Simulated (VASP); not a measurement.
The input files of a VASP run:

### INCAR
```
SYSTEM = ZnO
PREC = Accurate
ENCUT = 520
EDIFF = 1E-6
NELM = 4
ALGO = Normal
LREAL = .FALSE.
LASPH = .TRUE.
ISMEAR = 0
SIGMA = 0.05
GGA = PE
LMAXMIX = 4
LWAVE = .FALSE.
LCHARG = .FALSE.
ISIF = 2
```

KPOINTS:
```
Automatic mesh
0
Gamma
6 6 3
0 0 0
```

POSCAR:
```
ZnO
1
    1.6575000000    -2.8708750000     0.0000000000
    1.6575000000     2.8708750000     0.0000000000
    0.0000000000     0.0000000000     5.3142000000
Zn O
2 2
Direct
  0.6666670000   0.3333330000   0.5000000000
  0.3333330000   0.6666670000   0.0000000000
  0.6666670000   0.3333330000   0.8820000000
  0.3333330000   0.6666670000   0.3820000000
```

POTCAR, in this order: Zn O (PBE.64 set). Program: vasp_std.

The resulting files:

### standard output
```
 POSCAR found type information on POSCAR ZnO
 POSCAR found :  2 types and       4 ions
 Reading from existing POTCAR
 Reading from existing POTCAR
 LDA part: xc-table for (Slater+PW92), standard interpolation
 POSCAR, INCAR and KPOINTS ok, starting setup
 WAVECAR not read
 entering main loop
       N       E                     dE             d eps       ncg     rms          rms(c)
DAV:   1     0.293873433495E+03    0.29387E+03   -0.18988E+04   616   0.235E+03
DAV:   2     0.123878446218E+02   -0.28149E+03   -0.27302E+03   658   0.447E+02
DAV:   3    -0.203773654253E+02   -0.32765E+02   -0.32503E+02   694   0.159E+02
DAV:   4    -0.211002977320E+02   -0.72293E+00   -0.72143E+00   712   0.251E+01

 -----------------------------------------------------------------------------
|                                                                             |
|           W    W    AA    RRRRR   N    N  II  N    N   GGGG   !!!           |
|           W    W   A  A   R    R  NN   N  II  NN   N  G    G  !!!           |
|           W    W  A    A  R    R  N N  N  II  N N  N  G       !!!           |
|           W WW W  AAAAAA  RRRRR   N  N N  II  N  N N  G  GGG   !            |
|           WW  WW  A    A  R   R   N   NN  II  N   NN  G    G                |
|           W    W  A    A  R    R  N    N  II  N    N   GGGG   !!!           |
|                                                                             |
|     The electronic self-consistency was not achieved in the given           |
|     number of steps (NELM). The forces and other quantities evaluated       |
|     might not be reliable so examine the results carefully. If you find     |
|     spurious results, we suggest increasing NELM, if you were close to      |
|     convergence or switching to a different ALGO or adjusting the           |
|     density mixing parameters otherwise.                                    |
|                                                                             |
 -----------------------------------------------------------------------------

   1 F= -.21100298E+02 E0= -.21100298E+02  d E =-.118085E-12
```

**OUTCAR**
```
------------------------ aborting loop EDIFF was not reached (unconverged)  ----------------------------
  FORCE on cell =-STRESS in cart. coord.  units (eV):
  Direction    XX          YY          ZZ          XY          YZ          ZX
  --------------------------------------------------------------------------------------
  Total       24.3065379     24.3065512     24.4899058      0.0000000      0.0000000      0.0000000
  in kB      770.0128538    770.0132757    775.8218129      0.0000000      0.0000000      0.0000000
  external PRESSURE =     771.9493142 kB  Pullay stress =       0.0000000 kB
  volume of cell :       50.57
      direct lattice vectors                 reciprocal lattice vectors
     1.657500000 -2.870875000  0.000000000     0.301659125 -0.174162929  0.000000000
     1.657500000  2.870875000  0.000000000     0.301659125  0.174162929  0.000000000
     0.000000000  0.000000000  5.314200000     0.000000000  0.000000000  0.188175078
  FREE ENERGIE OF THE ION-ELECTRON SYSTEM (eV)
  ---------------------------------------------------
  free  energy   TOTEN  =       -21.1002977320 eV

  energy  without entropy=      -21.1002977320  energy(sigma->0) =      -21.10029773
```
(Selected blocks of OUTCAR.)

Task: Read the log: what went wrong, and how is it fixed?

Result: The cause: NELM is too small, so the electronic loop ends before EDIFF is met. Convergence was not reached. Against the sound run, the energy per atom (σ→0) decreases by 0.812 eV/atom; the pressure rises by 79.50 GPa; the band gap increases by 0.96 eV. To mend it, set NELM = 100.

The mended run (PBE GGA, plane waves, VASP's PBE PAW potentials (set 64)) converges, and its OSZICAR ends with
```
   1 F= -.17851731E+02 E0= -.17851731E+02  d E =-.144252E-12
```

The compound is ZnO in the wurtzite structure. The cell was not relaxed at this level.
